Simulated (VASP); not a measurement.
OSZICAR of a VASP run on CdS (zinc blende):

OSZICAR:
```
       N       E                     dE             d eps       ncg     rms          rms(c)
DAV:   1    -0.124623998669E+02   -0.12462E+02   -0.36099E+00   416   0.218E+01    0.490E+00
DAV:   2    -0.127584542260E+02   -0.29605E+00   -0.65463E-01   431   0.739E+00    0.492E+00
DAV:   3    -0.127723604263E+02   -0.13906E-01   -0.75961E-02   416   0.256E+00    0.368E+00
DAV:   4    -0.127592311130E+02    0.13129E-01   -0.17430E-02   426   0.167E+00    0.232E+00
DAV:   5    -0.127525726727E+02    0.66584E-02   -0.73033E-03   426   0.101E+00    0.144E+00
DAV:   6    -0.127514919081E+02    0.10808E-02   -0.47252E-03   426   0.652E-01    0.889E-01
DAV:   7    -0.127519201737E+02   -0.42827E-03   -0.22760E-03   421   0.372E-01    0.549E-01
DAV:   8    -0.127520597031E+02   -0.13953E-03   -0.57864E-04   426   0.171E-01    0.329E-01
DAV:   9    -0.127519417022E+02    0.11800E-03   -0.99512E-05   426   0.743E-02    0.185E-01
DAV:  10    -0.127518674748E+02    0.74227E-04   -0.11595E-04   416   0.731E-02    0.986E-02
DAV:  11    -0.127518694164E+02   -0.19416E-05   -0.10345E-04   421   0.661E-02    0.642E-02
DAV:  12    -0.127518832276E+02   -0.13811E-04   -0.41726E-05   416   0.428E-02    0.534E-02
DAV:  13    -0.127518854581E+02   -0.22305E-05   -0.64376E-06   421   0.194E-02    0.403E-02
DAV:  14    -0.127518830843E+02    0.23738E-05   -0.27849E-07   263   0.834E-03    0.244E-02
DAV:  15    -0.127518820537E+02    0.10306E-05   -0.16500E-06   384   0.919E-03    0.134E-02
DAV:  16    -0.127518822496E+02   -0.19585E-06   -0.15196E-06   296   0.824E-03
   1 F= -.12751882E+02 E0= -.12751882E+02  d E =-.695921E-18
       N       E                     dE             ncg
```

Question: Which electronic solver shows in the log?

Answer: It is blocked Davidson (ALGO = Normal, or the opening steps of other solvers). The INCAR had ALGO = Normal.

Question: Can the final energy be trusted as converged?

Answer: Self-consistency was reached. It stopped with EDIFF = 1E-6, NELM = 60 (Hartree-Fock, plane waves, VASP's PBE PAW potentials (set 64)).

The compound is CdS in the zinc blende structure, a metastable form; wurtzite is the usual one. It was relaxed first, which changed the volume by +6 %. The cell's shape comes from a PBE relaxation.
